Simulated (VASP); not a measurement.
Calculation: PBE GGA with D3 dispersion (Becke-Johnson damping), VASP's PBE PAW potentials (set 64) (plane waves; VASP 6.6.1). For the first row: Numerical set-up: 520 eV cut-off, 9×9×9 Γ-centred mesh, Gaussian smearing of 0.050 eV, potentials Mg S.

| system | energy (eV/atom) |
|---|---|
| MgS (rock salt) | -4.6106 |
| Mg atom | -0.0014 |
| S atom | -1.0736 |

Atoms are spin-polarised in a large box without symmetry, with the spin fixed by Hund's rule, and may not be in the lowest state of each functional; no zero-point energy is added.

Problem. What is the cohesive energy per atom of MgS?

Solution. The references average (1×(-0.0014) + 1×(-1.0736))/2 = -0.5375 eV, so the cohesive energy is -0.5375 − (-4.6106) = 4.073 eV/atom. Measured: 4.040 eV/atom at 0 K (as given by Tamar Goldzak et al., The Journal of Chemical Physics (2022), arXiv:2208.04865; corrected for zero-point motion).
